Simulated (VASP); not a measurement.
```
Te
1.0
    2.14403    -3.71357     0.00000
    2.14403     3.71357     0.00000
    0.00000     0.00000     5.94074
Te
3
Direct
  0.00000   0.28357   0.66667
  0.71643   0.71643   0.00000
  0.28357   0.00000   0.33333
```

Method: LDA (Ceperley-Alder, Perdew-Zunger) with spin-orbit coupling, VASP's LDA PAW potentials (set 64) (plane waves; VASP). Run with 400 eV cut-off, 6×6×4 Γ-centred mesh, Gaussian smearing of 0.050 eV, potentials Te.

Question: Which forces act on the atoms, in eV/Å?

Answer: 
```csv
atom,Fx,Fy,Fz
Te1,0.030,0.051,0.000
Te2,-0.059,0.000,0.000
Te3,0.030,-0.051,0.000
```

Question: Give the stress tensor in GPa (positive for a compressed cell).

Answer: 
```
0.17  0.00  0.00
0.00  0.17  0.00
0.00  0.00  0.53
```
The pressure is its mean diagonal, 0.29 GPa.

The compound is Te in the trig structure. It was relaxed first, which changed the volume by -7 %.
